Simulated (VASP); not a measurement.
# Sn3P2 (P-3m1) in VASP: further runs

One crystal, Sn3P2, is run at these levels: PBE; tasks: single point, relaxation of cell and atoms.

All numbers are computed with VASP 6.6.1; they aren't measurements. Logs are shortened: lines on timing, memory, paths and dates and some standing lists are left out, and cuts for length are marked.

### Step 1. The structure

It takes space group P-3m1 (No. 164, trigonal). Conventional cell: a = 3.987 Å, b = 3.987 Å, c = 9.016 Å, α = 90.00°, β = 90.00°, γ = 120.00°. Sn (site symmetry 3m) has 3 P at 2.72 Å as nearest neighbours. Around Sn (site symmetry -3m) lie 6 P at 2.88 Å. P (site symmetry 3m) has 6 Sn at 2.72 to 2.88 Å as nearest neighbours.

The cell was built by a generator and needn't be a form met in nature.

### Step 2. Single point, PBE

The input, INCAR:

```
  ALGO = Fast
  EDIFF = 1E-5
  ENCUT = 520
  GGA = PE
  ISIF = 2
  ISMEAR = 0
  KPAR = 4
  LASPH = T
  LCHARG = F
  LREAL = Auto
  LWAVE = F
  NELM = 80
  PREC = Normal
  SIGMA = 0.15
```

The input, KPOINTS:

```
k-points
0
Gamma
  5 5 2
```

The input, POSCAR:

```
Sn3P2
1.0
    3.9871380000      0.0000000000      0.0000000000
   -3.9871380000      6.9059260000      0.0000000000
    0.0000000000      0.0000000000      9.0164700000
Sn P
6 4
Direct
    0.6666670000      0.1666665000      0.3541390000
    0.6666670000      0.6666665000      0.3541390000
    0.3333330000      0.3333335000      0.6458610000
    0.3333330000      0.8333335000      0.6458610000
    0.0000000000      0.0000000000      0.0000000000
    0.0000000000      0.5000000000      0.0000000000
    0.3333330000      0.3333335000      0.1924620000
    0.3333330000      0.8333335000      0.1924620000
    0.6666670000      0.1666665000      0.8075380000
    0.6666670000      0.6666665000      0.8075380000
```

Potentials or basis: VASP PAW PBE potentials, release 64 (Sn_d, P).

Run with:

```sh
> cat potpaw_PBE.64/Sn_d/POTCAR potpaw_PBE.64/P/POTCAR > POTCAR
> mpirun -np 4 vasp_std > vasp.out
```

OUTCAR:

```text
EDIFF = 1E-5
   ENCUT = 520
   GGA = PE
   ISIF = 2
   ISMEAR = 0
   LASPH = T
   LREAL = Auto
   NELM = 80
   PREC = Normal

 ion  position               nearest neighbor table
   1  0.667  0.167  0.354-   7 2.72   8 2.72   7 2.72   3 3.50   4 3.50   3 3.50
   2  0.667  0.667  0.354-   8 2.72   7 2.72   8 2.72   4 3.50   3 3.50   4 3.50
   3  0.333  0.333  0.646-   9 2.72  10 2.72   9 2.72   1 3.50   2 3.50   1 3.50
   4  0.333  0.833  0.646-  10 2.72   9 2.72  10 2.72   2 3.50   1 3.50   2 3.50
   5  0.000  0.000  0.000-   8 2.88   9 2.88   9 2.88   8 2.88  10 2.88   7 2.88
   6  0.000  0.500  0.000-   7 2.88  10 2.88  10 2.88   7 2.88   8 2.88   9 2.88
   7  0.333  0.333  0.192-   1 2.72   2 2.72   1 2.72   6 2.88   6 2.88   5 2.88
   8  0.333  0.833  0.192-   2 2.72   1 2.72   2 2.72   5 2.88   5 2.88   6 2.88
   9  0.667  0.167  0.808-   3 2.72   4 2.72   3 2.72   5 2.88   5 2.88   6 2.88
  10  0.667  0.667  0.808-   4 2.72   3 2.72   4 2.72   6 2.88   6 2.88   5 2.88

  LATTYP: Found a simple orthorhombic cell.
 ALAT       =     3.9871380000
 B/A-ratio  =     1.7320509097
 C/A-ratio  =     2.2613889963

  Lattice vectors:

 A1 = (   3.9871380000,   0.0000000000,   0.0000000000)
 A2 = (   0.0000000000,   6.9059260000,   0.0000000000)
 A3 = (   0.0000000000,   0.0000000000,   9.0164700000)

Analysis of symmetry for initial positions (statically):
=====================================================================
 Subroutine PRICEL returns following result:

  LATTYP: Found a hexagonal cell.
 ALAT       =     3.9871380000
 C/A-ratio  =     2.2613889963

  Lattice vectors:

 A1 = (   3.9871380000,   0.0000000000,   0.0000000000)
 A2 = (  -1.9935690000,   3.4529630000,   0.0000000000)
 A3 = (   0.0000000000,   0.0000000000,   9.0164700000)

   2 primitive cells build up your supercell.

 Routine SETGRP: Setting up the symmetry group for a
 simple orthorhombic supercell.

 Subroutine GETGRP returns: Found  4 space group operations
 (whereof  4 operations were pure point group operations)
 out of a pool of  8 trial point group operations.

The static configuration has the point symmetry C_2h.

Analysis of symmetry for dynamics (positions and initial velocities):
=====================================================================
 Subroutine PRICEL returns following result:

  LATTYP: Found a hexagonal cell.
 ALAT       =     3.9871380000
 C/A-ratio  =     2.2613889963

  Lattice vectors:

 A1 = (   3.9871380000,   0.0000000000,   0.0000000000)
 A2 = (  -1.9935690000,   3.4529630000,   0.0000000000)
 A3 = (   0.0000000000,   0.0000000000,   9.0164700000)

   2 primitive cells build up your supercell.

 Routine SETGRP: Setting up the symmetry group for a
 simple orthorhombic supercell.

 Subroutine GETGRP returns: Found  4 space group operations
 (whereof  4 operations were pure point group operations)
 out of a pool of  8 trial point group operations.

The dynamic configuration has the point symmetry C_2h.

 Subroutine INISYM returns: Found  4 space group operations
 (whereof  4 operations are pure point group operations),
 and found     2 'primitive' translations

----------------------------------------------------------------------------------------

                                     Primitive cell

  volume of cell :     124.1337

  direct lattice vectors                    reciprocal lattice vectors
     3.987138000  0.000000000  0.000000000     0.250806468  0.144803173  0.000000000
    -1.993569000  3.452963000  0.000000000     0.000000000  0.289606347  0.000000000
     0.000000000  0.000000000  9.016470000     0.000000000  0.000000000  0.110908149

  length of vectors
     3.987138000  3.987138176  9.016470000     0.289606360  0.289606347  0.110908149

  position of ions in fractional coordinates (direct lattice)
     0.666667000  0.333333000  0.354139000
     0.333333000  0.666667000  0.645861000
     0.000000000  0.000000000  0.000000000
     0.333333000  0.666667000  0.192462000
     0.666667000  0.333333000  0.807538000

  ion indices of the primitive-cell ions
   primitive index   ion index
                 1           1
                 2           3
                 3           5
                 4           7
                 5           9

----------------------------------------------------------------------------------------

 KPOINTS: k-points

Automatic generation of k-mesh.
 Grid dimensions read from file:
 generate k-points for:    5    5    2

 Generating k-lattice:

  Cartesian coordinates                     Fractional coordinates (reciprocal lattice)
     0.050161294  0.028960635  0.000000000     0.200000000  0.000000000  0.000000000
     0.000000000  0.028960635  0.000000000     0.000000000  0.200000000  0.000000000
     0.000000000  0.000000000  0.055454075     0.000000000  0.000000000  0.500000000

  Length of vectors
     0.057921272  0.028960635  0.055454075

  Shift w.r.t. Gamma in fractional coordinates (k-lattice)
     0.000000000  0.000000000  0.000000000

 Subroutine IBZKPT returns following result:
 ===========================================

 Found     18 irreducible k-points:

 Following reciprocal coordinates:
            Coordinates               Weight
  0.000000  0.000000  0.000000      1.000000
  0.200000  0.000000  0.000000      4.000000
  0.400000  0.000000  0.000000      4.000000
  0.000000  0.200000  0.000000      2.000000
  0.200000  0.200000  0.000000      4.000000
 -0.400000  0.200000  0.000000      4.000000
[... 10 lines left out ...]
  0.000000  0.400000  0.500000      2.000000
 -0.400000  0.400000  0.500000      2.000000
   k-points           NKPTS =     18   k-points in BZ     NKDIM =     18   number of bands    NBANDS=     62
   number of dos      NEDOS =    301   number of ions     NIONS =     10
   total plane-waves  NPLWV =  57600
   dimension x,y,z NGX =    24 NGY =   48 NGZ =   50
   dimension x,y,z NGXF=    48 NGYF=   96 NGZF=  100
   ions per type =               6   4
   NGX,Y,Z   is equivalent  to a cutoff of  10.01, 10.01,  9.22 a.u.
   NGXF,Y,Z  is equivalent  to a cutoff of  20.01, 20.01, 18.44 a.u.
 SYSTEM =  unknown system
   PREC   = normal    normal or accurate (medium, high low for compatibility)
   ISTART =      0    job   : 0-new  1-cont  2-samecut
   ICHARG =      2    charge: 1-file 2-atom 10-const
   ISPIN  =      1    spin polarized calculation?
   LNONCOLLINEAR =      F non collinear calculations
   LSORBIT =      F    spin-orbit coupling
   LASPH  =      T    aspherical Exc in radial PAW
   ENCUT  =  520.0 eV  38.22 Ry    6.18 a.u.   7.41 14.83 16.76*2*pi/ulx,y,z
   NELM   =     80;   NELMIN=  2; NELMDL= -5     # of ELM steps
   EDIFF  = 0.1E-04   stopping-criterion for ELM
   LREAL  =      T    real-space projection
   EDIFFG = 0.1E-03   stopping-criterion for IOM
   NSW    =      0    number of steps for IOM
   IBRION =     -1    ionic relax: 0-MD 1-quasi-New 2-CG
   NFREE  =      0    steps in history (QN), initial steepest desc. (CG)
   ISIF   =      2    stress and relaxation
   ISYM   =      2    0-nonsym 1-usesym 2-fastsym
   POTIM  = 0.5000    time-step for ionic-motion
   TEBEG  =    0.0;   TEEND  =   0.0 temperature during run
   PSTRESS=    0.0 pullay stress
   NELECT =     104.0000    total number of electrons
   NUPDOWN=      -1.0000    fix difference up-down
   EMIN   =  10.00;   EMAX   =-10.00  energy-range for DOS
   EFERMI =   0.00;   METHOD = LEGACY
   ISMEAR =     0;   SIGMA  =   0.15  broadening in eV -4-tet -1-fermi 0-gaus
   EFERMI_NEDOS =   21; number of points for ismear=-14 and -15
   IALGO  =     68    algorithm
   IMIX   =      4    mixing-type and parameters
     AMIX     =   0.40;   BMIX     =  1.00
     AMIX_MAG =   1.60;   BMIX_MAG =  1.00
  volume/ion in A,a.u.               =      24.83       167.54
  Fermi-wavevector in a.u.,A,eV,Ry     =   1.224934  2.314790 20.415044  1.500463
  Thomas-Fermi vector in A             =   2.359990
   LORBIT       =      0    0 simple, 1 ext, 2 COOP (PROOUT), +10 PAW based schemes
   GGA     = PE    functional components
   LHFCALC =     F    Hartree Fock is set to
   AEXX    =    0.0000 exact exchange contribution
   IVDW    =     0    specifies the selected vdW correction
   LEPSILON=     F    determine dielectric tensor
   LRPA    =     F    only Hartree local field effects (RPA)
 non-spin polarized calculation
 RMM-DIIS sequential band-by-band and
 Gauss-broadening in eV      SIGMA  =   0.15
  energy-cutoff  :      520.00
  volume of cell :      248.27
 maximum number of plane-waves:      6710
   NGX = 15   NGY = 29   NGZ = 33

 number of electron     104.0000080 magnetization

 Free energy of the ion-electron system (eV)
  ---------------------------------------------------
  ext. energy  EPLUGINS =         0.00000000
  ---------------------------------------------------
  free energy    TOTEN  =       -44.75383844 eV

  energy without entropy =      -44.71421534  energy(sigma->0) =      -44.73402689

 E-fermi :   7.1787     XC(G=0):  -9.9719

 val. band max:        7.1779520868   @ k =  -0.2000   0.2000   0.0000
 cond. band min:       7.2463761791   @ k =   0.0000   0.0000   0.0000
 fundamental gap:      0.0684240923
 Fermi energy:         7.1787458535

 k-point     1 :       0.0000    0.0000    0.0000
  band No.  band energies     occupation
      1     -14.5348      2.00000
      2     -14.5141      2.00000
      3     -14.5109      2.00000
      4     -14.5066      2.00000
      5     -14.5034      2.00000
      6     -14.5014      2.00000
[... 54 lines left out ...]
     61       9.8120      0.00000
     62       9.8269      0.00000

 k-point     2 :       0.2000    0.0000    0.0000
  band No.  band energies     occupation
      1     -14.5264      2.00000
      2     -14.5173      2.00000
      3     -14.5092      2.00000
      4     -14.5065      2.00000
      5     -14.5010      2.00000
      6     -14.4987      2.00000
[... 54 lines left out ...]
     61      10.3358      0.00000
     62      10.3663      0.00000

 k-point     3 :       0.4000    0.0000    0.0000
  band No.  band energies     occupation
      1     -14.5294      2.00000
      2     -14.5294      2.00000
      3     -14.5084      2.00000
      4     -14.5075      2.00000
      5     -14.5057      2.00000
      6     -14.5039      2.00000
[... 964 lines left out ...]
     61      10.0508      0.00000
     62      10.5131      0.00000

 k-point    18 :      -0.4000    0.4000    0.5000
  band No.  band energies     occupation
      1     -14.5210      2.00000
      2     -14.5201      2.00000
      3     -14.5160      2.00000
      4     -14.5082      2.00000
      5     -14.5022      2.00000
      6     -14.4954      2.00000
[... 54 lines left out ...]
     61      10.2850      0.00000
     62      11.0381      0.00000

------------------------ aborting loop because EDIFF is reached ----------------------------------------

  FORCE on cell =-STRESS in cart. coord.  units (eV):
  Direction    XX          YY          ZZ          XY          YZ          ZX
  --------------------------------------------------------------------------------------
  -------------------------------------------------------------------------------------
  Total       -1.0679372     -1.1210853      0.0021363      0.0000000      0.4802268      0.0000000
  in kB       -6.8918619     -7.2348497      0.0137867      0.0000000      3.0991121      0.0000000
  external PRESSURE =      -4.7043083 kB  Pullay stress =       0.0000000 kB

 VOLUME and BASIS-vectors are now :
 -----------------------------------------------------------------------------
  energy-cutoff  :      520.00
  volume of cell :      248.27
      direct lattice vectors                 reciprocal lattice vectors
     3.987138000  0.000000000  0.000000000     0.250806468  0.144803173  0.000000000
    -3.987138000  6.905926000  0.000000000     0.000000000  0.144803173  0.000000000
     0.000000000  0.000000000  9.016470000     0.000000000  0.000000000  0.110908149

 POSITION                                       TOTAL-FORCE (eV/Angst)
 -----------------------------------------------------------------------------------
      1.99357      1.15099      3.19308         0.000000      0.009215     -0.036981
      0.00000      4.60395      3.19308         0.000000      0.009215     -0.036981
     -0.00000      2.30198      5.82339         0.000000     -0.009215      0.036981
     -1.99357      5.75494      5.82339         0.000000     -0.009215      0.036981
      0.00000      0.00000      0.00000         0.000000      0.000000      0.000000
     -1.99357      3.45296      0.00000        -0.000000      0.000000      0.000000
     -0.00000      2.30198      1.73533        -0.000000     -0.005657     -0.042711
     -1.99357      5.75494      1.73533        -0.000000     -0.005657     -0.042711
      1.99357      1.15099      7.28114         0.000000      0.005657      0.042711
      0.00000      4.60395      7.28114         0.000000      0.005657      0.042711
 -----------------------------------------------------------------------------------
    total drift:                               -0.000000      0.000000      0.000000

  FREE ENERGIE OF THE ION-ELECTRON SYSTEM (eV)
  ---------------------------------------------------
  free  energy   TOTEN  =       -44.7538384418 eV

  energy  without entropy=      -44.7142153393  energy(sigma->0) =      -44.73402689
```

It took 42 s on 4 MPI ranks of Intel Xeon Platinum 8375C at 2.90GHz (Ice Lake), shared host; peak memory 0.33 GiB.

Results:

- Free energy: -44.7538 eV
- Pressure: -0.5 GPa
- Largest force: 0.043 eV/Å
- Band gap on the k mesh: none (metal or under the smearing width)

Forces on the atoms (eV/Å):
```
Sn   0.000  0.009 -0.037
Sn   0.000  0.009 -0.037
Sn   0.000 -0.009  0.037
Sn   0.000 -0.009  0.037
Sn   0.000  0.000  0.000
Sn   0.000  0.000  0.000
P    0.000 -0.006 -0.043
P    0.000 -0.006 -0.043
P    0.000  0.006  0.043
P    0.000  0.006  0.043
```

Caveat: the k mesh is coarse (spacing up to 0.36 Å⁻¹), so the values aren't converged.

### Step 3. Relaxation of cell and atoms, PBE

This run uses another cell than the first one, of 24.43 Å³/atom, 0.984 times its volume.

The input, INCAR:

```
PREC = Normal
ENCUT = 520
EDIFF = 1E-5
ISMEAR = 0
SIGMA = 0.15
LREAL = Auto
LASPH = T
NELM = 80
ALGO = Fast
ISIF = 3
LWAVE = F
LCHARG = F
GGA = PE
IBRION = 2
NSW = 110
EDIFFG = -0.03
ISYM = 0
KPAR = 4
```

The input, KPOINTS:

```
regular mesh
0
Gamma
  5 5 2
```

The input, POSCAR:

```
Sn3P2
1.0
    4.0142462500     -0.0002331800     -0.0690619100
   -4.0146501300      7.0559419100      0.0851716500
   -0.1561758500      0.0210330900      8.6283771900
Sn P
6 4
Direct
    0.6799142100      0.1472967400      0.3722553000
    0.6638084300      0.6990465300      0.3363804400
    0.3369610600      0.3353029500      0.6463097400
    0.3718482900      0.8459036600      0.6472906300
    0.9702238900      0.9861044800      0.0314195500
    0.0208131200      0.4984253200      0.0014791000
    0.3749299900      0.3409153200      0.2020228100
    0.3383294300      0.8343669100      0.1835821800
    0.6912832500      0.1814591100      0.8052524900
    0.6250254300      0.6681734800      0.7970725200
```

Potentials or basis: VASP PAW PBE potentials, release 64 (Sn_d, P).

Run with:

```sh
> cat potpaw_PBE.64/Sn_d/POTCAR potpaw_PBE.64/P/POTCAR > POTCAR
> mpirun -np 4 vasp_std > vasp.out
```

Wall time 15 min (4 MPI ranks of Intel Xeon Platinum 8375C at 2.90GHz (Ice Lake), shared host); peak memory 0.41 GiB.

Results (log left out):

```
Free energy                            : -44.7635 eV
Relaxed volume                         : 25.01 Å³/atom
Relaxed cell                           : a = 3.985 Å, b = 7.950 Å, c = 9.125 Å, α = 89.16°, β = 90.25°, γ = 120.08°
Space group after relaxing (to 0.05 Å) : P-1 (No. 2)
Energy gained by relaxing              : 109.2 meV/atom
Ionic steps                            : 34
Pressure after relaxing                : -0.1 GPa
Largest force after relaxing           : 0.015 eV/Å
Band gap on the k mesh                 : none (metal or under the smearing width)
```

Forces on the atoms (eV/Å):
```
Sn  -0.013 -0.004 -0.002
Sn  -0.006 -0.010 -0.008
Sn   0.006  0.002  0.008
Sn   0.001  0.003  0.010
Sn  -0.006  0.000  0.000
Sn   0.008 -0.006 -0.010
P    0.010  0.007  0.005
P   -0.001  0.001 -0.001
P    0.008  0.007  0.009
P   -0.007 -0.001 -0.011
```

The path:
```
step  energy change (eV)  largest force (eV/Å)  pressure (GPa)  volume (Å³)
   1              0.0000                2.4753            2.93       244.31
   2             -0.6159                0.8176           -1.90       260.26
   3             -0.6161                0.8372           -1.89       259.99
   4             -0.8554                0.6206           -0.57       252.30
   5             -0.9389                0.3735            1.20       244.81
   6             -1.0239                0.3153            0.06       248.09
   7             -1.0253                0.3202           -0.01       248.57
   8             -1.0473                0.2294           -0.07       248.73
   9             -1.0662                0.1533           -0.04       249.03
  10             -1.0786                0.0979            0.07       248.75
  11             -1.0789                0.0955            0.04       248.72
  12             -1.0787                0.1058            0.09       248.65
  13             -1.0789                0.1103            0.14       248.70
  14             -1.0840                0.0624           -0.32       249.88
  15             -1.0842                0.0695           -0.20       249.96
  16             -1.0845                0.0724           -0.18       250.12
  17             -1.0849                0.0826           -0.31       250.44
  18             -1.0887                0.0566            0.22       249.14
  19             -1.0886                0.0532            0.05       249.28
  20             -1.0886                0.0558            0.02       249.22
  21             -1.0887                0.0563            0.08       249.18
  22             -1.0896                0.0445            0.09       249.42
  23             -1.0902                0.0348            0.04       249.79
  24             -1.0901                0.0458           -0.07       249.93
  25             -1.0902                0.0383           -0.10       249.84
  26             -1.0907                0.0415            0.02       249.65
  27             -1.0907                0.0370            0.08       249.61
  28             -1.0908                0.0395            0.05       249.53
  29             -1.0909                0.0480            0.15       249.38
  30             -1.0909                0.0494            0.10       249.49
  31             -1.0909                0.0447            0.06       249.43
  32             -1.0914                0.0304            0.08       249.62
  33             -1.0916                0.0324            0.01       249.99
  34             -1.0919                0.0147           -0.05       250.13
```

Final structure:
```
Sn P
1.0
     3.98536    0.00092   -0.00697
    -3.98652    6.87781    0.05191
    -0.02418    0.07192    9.12466
Sn P
6 4
Cartesian
  2.0194 1.1803 3.2234
  0.0183 4.6165 3.2510
  -0.0223 2.3898 5.9639
  -2.0063 5.8243 5.9881
  0.0139 0.0307 0.0215
  -1.9769 3.4713 0.0522
  0.0170 2.3185 1.7726
  -1.9782 5.7587 1.7997
  1.9749 1.2318 7.4045
  -0.0110 4.6758 7.4394
```

Levels at points of the mesh, in eV from the Fermi level:
```
           k point  band 48  band 49  band 50  band 51  band 52  band 53  band 54  band 55  band 56  band 57
(0.00, 0.00, 0.00)    -1.34    -1.31    -0.97    -0.19    -0.12     0.03     0.87     0.95     1.48     1.70
(0.00, 0.00, 0.50)    -1.40    -1.26    -1.22    -0.67    -0.48     0.53     1.46     1.49     1.77     1.92
```

Caveat: the k mesh is coarse (spacing up to 0.36 Å⁻¹), so the values aren't converged.
